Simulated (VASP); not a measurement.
Computed with PBE GGA, VASP's PBE PAW potentials (set 64) (plane waves; VASP).

VASP input:

KPOINTS:
```
Automatic mesh
0
Gamma
1 1 1
0 0 0
```

**INCAR**
```
! general
SYSTEM  = Ga31As32
PREC    = Normal
ENCUT   = 400
LREAL   = Auto
LASPH   = .TRUE.
ISYM    = 0
NELECT  = 252.0

! electronic loop
EDIFF   = 1E-5
NELM    = 100
NELMIN  = 4
ALGO    = Fast
LMAXMIX = 4

! smearing
ISMEAR  = 0
SIGMA   = 0.05

! functional
GGA     = PE

! ions
IBRION  = 2
NSW     = 60
ISIF    = 2
EDIFFG  = -0.03

! output
LWAVE   = .TRUE.
LCHARG  = .FALSE.
```

**POSCAR**
```
Ga31As32
1.0
 11.5222104212   0.0000000000   0.0000000000
  0.0000000000  11.5222104212   0.0000000000
  0.0000000000   0.0000000000  11.5222104212
Ga As
31 32
Cart
  5.7611052106   0.0000000000   0.0000000000
  8.6416578159   2.8805526053   0.0000000000
  8.6416578159   0.0000000000   2.8805526053
  0.0000000000   0.0000000000   0.0000000000
  2.8805526053   2.8805526053   0.0000000000
  5.7611052106   5.7611052106   0.0000000000
  8.6416578159   8.6416578159   0.0000000000
  2.8805526053   0.0000000000   2.8805526053
  5.7611052106   2.8805526053   2.8805526053
  8.6416578159   5.7611052106   2.8805526053
  5.7611052106   0.0000000000   5.7611052106
  8.6416578159   2.8805526053   5.7611052106
  8.6416578159   0.0000000000   8.6416578159
  0.0000000000   5.7611052106   0.0000000000
  2.8805526053   8.6416578159   0.0000000000
  0.0000000000   2.8805526053   2.8805526053
  2.8805526053   5.7611052106   2.8805526053
  5.7611052106   8.6416578159   2.8805526053
  0.0000000000   0.0000000000   5.7611052106
  2.8805526053   2.8805526053   5.7611052106
  8.6416578159   8.6416578159   5.7611052106
  2.8805526053   0.0000000000   8.6416578159
  5.7611052106   2.8805526053   8.6416578159
  8.6416578159   5.7611052106   8.6416578159
  0.0000000000   8.6416578159   2.8805526053
  0.0000000000   5.7611052106   5.7611052106
  2.8805526053   8.6416578159   5.7611052106
  0.0000000000   2.8805526053   8.6416578159
  2.8805526053   5.7611052106   8.6416578159
  5.7611052106   8.6416578159   8.6416578159
  0.0000000000   8.6416578159   8.6416578159
  7.2013815133   1.4402763027   1.4402763027
 10.0819341186   4.3208289080   1.4402763027
 10.0819341186   1.4402763027   4.3208289080
  1.4402763027   1.4402763027   1.4402763027
  4.3208289080   4.3208289080   1.4402763027
  7.2013815133   7.2013815133   1.4402763027
 10.0819341186  10.0819341186   1.4402763027
  4.3208289080   1.4402763027   4.3208289080
  7.2061401862   4.3684732480   4.3613409998
 10.0819341186   7.2013815133   4.3208289080
  7.2013815133   1.4402763027   7.2013815133
 10.0819341186   4.3208289080   7.2013815133
 10.0819341186   1.4402763027  10.0819341186
  1.4402763027   7.2013815133   1.4402763027
  4.3208289080  10.0819341186   1.4402763027
  1.4402763027   4.3208289080   4.3208289080
  4.3316136969   7.2208425267   4.3249423371
  7.2013815133  10.0819341186   4.3208289080
  1.4402763027   1.4402763027   7.2013815133
  4.3332037619   4.3685884701   7.2182615515
  7.1959660744   7.1732903642   7.2407068174
 10.0819341186  10.0819341186   7.2013815133
  4.3208289080   1.4402763027  10.0819341186
  7.2013815133   4.3208289080  10.0819341186
 10.0819341186   7.2013815133  10.0819341186
  1.4402763027  10.0819341186   4.3208289080
  1.4402763027   7.2013815133   7.2013815133
  4.3208289080  10.0819341186   7.2013815133
  1.4402763027   4.3208289080  10.0819341186
  4.3208289080   7.2013815133  10.0819341186
  7.2013815133  10.0819341186  10.0819341186
  1.4402763027  10.0819341186  10.0819341186
```

POTCAR, in this order: Ga As (PBE.64 set). Program: vasp_gam.

What VASP printed:

**OSZICAR**
```
...
RMM:  17    -0.255846028808E+03   -0.16633E-04   -0.70396E-05   278   0.150E-02    0.711E-03
RMM:  18    -0.255846029979E+03   -0.11706E-05   -0.56877E-05   274   0.100E-02
   1 F= -.25584603E+03 E0= -.25580696E+03  d E =-.255846E+03
       N       E                     dE             d eps       ncg     rms          rms(c)
DAV:   1    -0.255913700633E+03   -0.67672E-01   -0.14057E+00   360   0.214E+00    0.458E-01
RMM:   2    -0.255922024255E+03   -0.83236E-02   -0.99393E-02   316   0.554E-01    0.177E-01
RMM:   3    -0.255923408652E+03   -0.13844E-02   -0.14771E-02   331   0.218E-01    0.156E-01
RMM:   4    -0.255923099522E+03    0.30913E-03   -0.26099E-03   333   0.877E-02    0.721E-02
RMM:   5    -0.255923035712E+03    0.63810E-04   -0.10207E-03   317   0.530E-02    0.285E-02
RMM:   6    -0.255923056743E+03   -0.21031E-04   -0.24146E-04   333   0.253E-02    0.204E-02
RMM:   7    -0.255923052561E+03    0.41823E-05   -0.43815E-05   241   0.110E-02
   2 F= -.25592305E+03 E0= -.25588428E+03  d E =-.770226E-01
       N       E                     dE             d eps       ncg     rms          rms(c)
DAV:   1    -0.255940142487E+03   -0.17086E-01   -0.95200E-01   344   0.176E+00    0.376E-01
RMM:   2    -0.255945729224E+03   -0.55867E-02   -0.66866E-02   316   0.458E-01    0.146E-01
RMM:   3    -0.255946582505E+03   -0.85328E-03   -0.95751E-03   329   0.180E-01    0.122E-01
RMM:   4    -0.255946401188E+03    0.18132E-03   -0.17340E-03   333   0.717E-02    0.590E-02
RMM:   5    -0.255946356237E+03    0.44951E-04   -0.66874E-04   317   0.432E-02    0.190E-02
RMM:   6    -0.255946371555E+03   -0.15318E-04   -0.14058E-04   326   0.200E-02    0.148E-02
RMM:   7    -0.255946369756E+03    0.17993E-05   -0.23279E-05   207   0.835E-03
   3 F= -.25594637E+03 E0= -.25590772E+03  d E =-.100340E+00
       N       E                     dE             d eps       ncg     rms          rms(c)
DAV:   1    -0.255971741824E+03   -0.25370E-01   -0.68070E-01   328   0.140E+00    0.230E-01
RMM:   2    -0.255974664371E+03   -0.29225E-02   -0.35544E-02   316   0.325E-01    0.100E-01
RMM:   3    -0.255975267693E+03   -0.60332E-03   -0.58964E-03   325   0.133E-01    0.843E-02
RMM:   4    -0.255975233176E+03    0.34516E-04   -0.88923E-04   337   0.517E-02    0.507E-02
RMM:   5    -0.255975202520E+03    0.30657E-04   -0.33474E-04   317   0.315E-02    0.164E-02
RMM:   6    -0.255975208447E+03   -0.59272E-05   -0.70335E-05   276   0.147E-02
   4 F= -.25597521E+03 E0= -.25593668E+03  d E =-.288387E-01
       N       E                     dE             d eps       ncg     rms          rms(c)
DAV:   1    -0.255978281336E+03   -0.30788E-02   -0.59950E+00   322   0.416E+00    0.726E-01
RMM:   2    -0.256004301686E+03   -0.26020E-01   -0.31856E-01   316   0.976E-01    0.277E-01
RMM:   3    -0.256009660594E+03   -0.53589E-02   -0.52344E-02   325   0.400E-01    0.214E-01
RMM:   4    -0.256009845656E+03   -0.18506E-03   -0.77413E-03   339   0.152E-01    0.152E-01
RMM:   5    -0.256009631833E+03    0.21382E-03   -0.25694E-03   318   0.888E-02    0.509E-02
RMM:   6    -0.256009686198E+03   -0.54364E-04   -0.57275E-04   319   0.426E-02    0.271E-02
RMM:   7    -0.256009687989E+03   -0.17911E-05   -0.11616E-04   300   0.189E-02    0.192E-02
RMM:   8    -0.256009682307E+03    0.56813E-05   -0.72316E-05   290   0.133E-02
   5 F= -.25600968E+03 E0= -.25597127E+03  d E =-.633126E-01
       N       E                     dE             d eps       ncg     rms          rms(c)
DAV:   1    -0.256025577807E+03   -0.15890E-01   -0.91894E-01   344   0.148E+00    0.215E-01
RMM:   2    -0.256029831727E+03   -0.42539E-02   -0.48135E-02   316   0.317E-01    0.762E-02
RMM:   3    -0.256030772643E+03   -0.94092E-03   -0.84070E-03   336   0.133E-01    0.653E-02
RMM:   4    -0.256030782831E+03   -0.10187E-04   -0.89334E-04   321   0.496E-02    0.412E-02
RMM:   5    -0.256030770674E+03    0.12156E-04   -0.24535E-04   308   0.257E-02    0.195E-02
RMM:   6    -0.256030771500E+03   -0.82517E-06   -0.58716E-05   243   0.130E-02
   6 F= -.25603077E+03 E0= -.25599236E+03  d E =-.210892E-01
       N       E                     dE             d eps       ncg     rms          rms(c)
DAV:   1    -0.256028111994E+03    0.26587E-02   -0.49568E+00   316   0.342E+00    0.538E-01
RMM:   2    -0.256051773747E+03   -0.23662E-01   -0.27032E-01   316   0.747E-01    0.180E-01
RMM:   3    -0.256057105875E+03   -0.53321E-02   -0.47641E-02   339   0.315E-01    0.168E-01
RMM:   4    -0.256057068666E+03    0.37209E-04   -0.40912E-03   318   0.112E-01    0.107E-01
RMM:   5    -0.256057014846E+03    0.53819E-04   -0.17702E-03   317   0.667E-02    0.297E-02
RMM:   6    -0.256057041085E+03   -0.26239E-04   -0.31202E-04   312   0.296E-02    0.183E-02
RMM:   7    -0.256057029053E+03    0.12032E-04   -0.94047E-05   272   0.153E-02    0.669E-03
RMM:   8    -0.256057031338E+03   -0.22845E-05   -0.31506E-05   217   0.757E-03
   7 F= -.25605703E+03 E0= -.25601863E+03  d E =-.473490E-01
       N       E                     dE             d eps       ncg     rms          rms(c)
DAV:   1    -0.256056710104E+03    0.31895E-03   -0.27640E-01   352   0.806E-01    0.120E-01
RMM:   2    -0.256057981885E+03   -0.12718E-02   -0.14735E-02   316   0.174E-01    0.432E-02
RMM:   3    -0.256058270009E+03   -0.28812E-03   -0.26078E-03   342   0.736E-02    0.354E-02
RMM:   4    -0.256058269441E+03    0.56768E-06   -0.26952E-04   296   0.274E-02    0.211E-02
RMM:   5    -0.256058264723E+03    0.47181E-05   -0.83464E-05   262   0.146E-02
   8 F= -.25605826E+03 E0= -.25601987E+03  d E =-.485824E-01
       N       E                     dE             d eps       ncg     rms          rms(c)
DAV:   1    -0.256063725982E+03   -0.54565E-02   -0.16069E-01   336   0.739E-01    0.154E-01
RMM:   2    -0.256064578342E+03   -0.85236E-03   -0.11513E-02   316   0.194E-01    0.489E-02
RMM:   3    -0.256064717406E+03   -0.13906E-03   -0.16886E-03   328   0.763E-02    0.328E-02
RMM:   4    -0.256064723359E+03   -0.59533E-05   -0.26614E-04   330   0.296E-02    0.230E-02
RMM:   5    -0.256064714821E+03    0.85382E-05   -0.77934E-05   310   0.162E-02
   9 F= -.25606471E+03 E0= -.25602632E+03  d E =-.645010E-02
       N       E                     dE             d eps       ncg     rms          rms(c)
DAV:   1    -0.256065335106E+03   -0.61175E-03   -0.10306E-01   346   0.592E-01    0.125E-01
RMM:   2    -0.256065894211E+03   -0.55910E-03   -0.74732E-03   316   0.157E-01    0.399E-02
RMM:   3    -0.256065990213E+03   -0.96002E-04   -0.11192E-03   328   0.620E-02    0.269E-02
RMM:   4    -0.256065995424E+03   -0.52118E-05   -0.17672E-04   329   0.241E-02    0.191E-02
RMM:   5    -0.256065990260E+03    0.51645E-05   -0.52732E-05   270   0.134E-02
  10 F= -.25606599E+03 E0= -.25602762E+03  d E =-.772554E-02
       N       E                     dE             d eps       ncg     rms          rms(c)
DAV:   1    -0.256066014978E+03   -0.19553E-04   -0.16997E-03   376   0.756E-02    0.155E-02
RMM:   2    -0.256066022851E+03   -0.78732E-05   -0.10764E-04   306   0.191E-02    0.488E-03
RMM:   3    -0.256066023476E+03   -0.62542E-06   -0.12676E-05   183   0.691E-03    0.297E-03
RMM:   4    -0.256066023419E+03    0.57345E-07   -0.16511E-06   124   0.261E-03
  11 F= -.25606602E+03 E0= -.25602765E+03  d E =-.775870E-02
       N       E                     dE             d eps       ncg     rms          rms(c)
DAV:   1    -0.256066881939E+03   -0.85846E-03   -0.43073E-02   322   0.387E-01    0.734E-02
RMM:   2    -0.256067112187E+03   -0.23025E-03   -0.28818E-03   316   0.967E-02    0.228E-02
RMM:   3    -0.256067154900E+03   -0.42714E-04   -0.46606E-04   335   0.393E-02    0.166E-02
RMM:   4    -0.256067155455E+03   -0.55477E-06   -0.59281E-05   244   0.148E-02
  12 F= -.25606716E+03 E0= -.25602879E+03  d E =-.113204E-02
```

### OUTCAR
```
------------------------ aborting loop because EDIFF is reached ----------------------------------------
  FORCE on cell =-STRESS in cart. coord.  units (eV):
  Direction    XX          YY          ZZ          XY          YZ          ZX
  --------------------------------------------------------------------------------------
  Total      -11.2871080    -11.3150347    -11.3139587     -0.0217842      0.1717309     -0.3950777
  in kB      -11.8218612    -11.8511111    -11.8499841     -0.0228163      0.1798671     -0.4137955
  external PRESSURE =     -11.8409854 kB  Pullay stress =       0.0000000 kB
  volume of cell :     1529.70
      direct lattice vectors                 reciprocal lattice vectors
    11.522210421  0.000000000  0.000000000     0.086788903  0.000000000  0.000000000
     0.000000000 11.522210421  0.000000000     0.000000000  0.086788903  0.000000000
     0.000000000  0.000000000 11.522210421     0.000000000  0.000000000  0.086788903
  FREE ENERGIE OF THE ION-ELECTRON SYSTEM (eV)
  ---------------------------------------------------
  free  energy   TOTEN  =      -256.0671554550 eV

  energy  without entropy=     -255.9904260371  energy(sigma->0) =     -256.02879075

 reached required accuracy - stopping structural energy minimisation
```
(Selected blocks of OUTCAR.)

**CONTCAR**
```
Ga31As32
   1.00000000000000
    11.5222104212000005    0.0000000000000000    0.0000000000000000
     0.0000000000000000   11.5222104212000005    0.0000000000000000
     0.0000000000000000    0.0000000000000000   11.5222104212000005
  Ga              As
    31    32
Direct
     0.5001721100970729    0.0004765737369509    0.0001962137184002
     0.7493607890941204    0.2503900153700488    0.9997202133925444
     0.7493827641406734    0.9992469449110861    0.2509697983073473
     0.0000743913516998    0.9998994147442845    0.0000442681979897
     0.2509465669087538    0.2506607643058646    0.0008879647805397
     0.5000335549620353    0.4999799519593033    0.0003409911475239
     0.7492359870022267    0.7491565652125749    0.0008073377629293
     0.2509819624776366    0.0011090419694487    0.2509923001516071
     0.5040808373290235    0.2541776517925023    0.2542701804677420
     0.7460274869022571    0.4959558401565656    0.2541592170671612
     0.5000236568207954    0.0002379139731544    0.5000294989542009
     0.7459293563360542    0.2542688809847347    0.4960682987325357
     0.7491077170589989    0.0008733829920916    0.7491621663220405
     0.0000350484000783    0.4996637814752450    0.0003131364514607
     0.2507411681337386    0.7493818879709047    0.9995787681158420
     0.0008556901199022    0.2506661798851264    0.2509062495362355
     0.2536415147287222    0.5032633721311276    0.2536047922285796
     0.4967069329943032    0.7464451640239129    0.2535334475810098
     0.9999249263006551    0.0002612281369505    0.4999773616324296
     0.2538352802721171    0.2538572916417449    0.5037681234372042
     0.7467015777588962    0.7465127868339487    0.5034512088288846
     0.2508905843479624    0.9993055614519890    0.7493276710826852
     0.4963690596672835    0.2539479477538976    0.7461479240190247
     0.7465411747458317    0.5031793162556735    0.7466249942398414
     0.9992642754776483    0.7493052415163441    0.2509755919538803
     0.0001207323585500    0.5000348196181029    0.5000446877100253
     0.2535053717289786    0.7465682560914293    0.4967365802560286
     0.9995292215165885    0.2505608696241073    0.7492934916800797
     0.2538128013197634    0.4961685738165328    0.7463405726786603
     0.5035045314249463    0.7463485410768701    0.7467381626262884
     0.0006879684092775    0.7492578510455914    0.7492044289458715
     0.6255621253947579    0.1253398279021709    0.1256593000830551
     0.8747544164919487    0.3744233798038453    0.1255133071492010
     0.8746774551819330    0.1254620633582955    0.3745573960175778
     0.1251456855663111    0.1251840710509908    0.1251626297573792
     0.3755093101115241    0.3752714136813436    0.1264197706686041
     0.6248012078765937    0.6245931413777875    0.1263585578339171
     0.8749017843739703    0.8749546530125961    0.1251959159564474
     0.3755748305260755    0.1266254705054069    0.3755502371423620
     0.6148549092972598    0.3853980548779880    0.3850653754670071
     0.8738803818170009    0.6245821002687750    0.3753565199591081
     0.6246281606794708    0.1264698011167545    0.6245165279998528
     0.8739571860469146    0.3752956964298761    0.6246467587471234
     0.8749065105851054    0.1250919807226182    0.8749647280772382
     0.1251488997116541    0.6256241182280842    0.1253989601391493
     0.3745175185111813    0.8751212400691708    0.1253225882096713
     0.1262435473408859    0.3753500352058782    0.3754776678981598
     0.3830842575122298    0.6169150603452670    0.3832680885327041
     0.6246539667443404    0.8739814622479708    0.3754517486747907
     0.1253340040357926    0.1252258586855325    0.6255591506240855
     0.3841027745701417    0.3843186013235216    0.6158126663117286
     0.6167838702147009    0.6169784252858369    0.6166353167459038
     0.8748580600136099    0.8750595021232233    0.6256162822852761
     0.3745050921711021    0.1254011316825838    0.8748060374776230
     0.6246894744123269    0.3752296885742527    0.8741428503018995
     0.8748761964219200    0.6255554551609771    0.8749201010139087
     0.1251930129327200    0.8751030141607434    0.3745268363281557
     0.1261496482067913    0.6246761017716813    0.6247983860675341
     0.3754586073619313    0.8740210056998936    0.6247689228166906
     0.1253040293307594    0.3744311623389396    0.8749943060737335
     0.3752252249359611    0.6246694870121543    0.8741634595867673
     0.6255386161113864    0.8750470476307203    0.8749837849083071
     0.1251071953251167    0.8749693358870106    0.8749211791384487
```

The cell is charged, with a uniform compensating background. The supercell is sampled at Γ alone, which is coarse: total energies, pressure and levels can be off, energies of defects by several tenths of an eV.

The cell is a supercell with a defect, built from GaAs (zinc blende): vac_Ga, charge +1. The run is not spin-polarised, so no state with unpaired spins was tried.
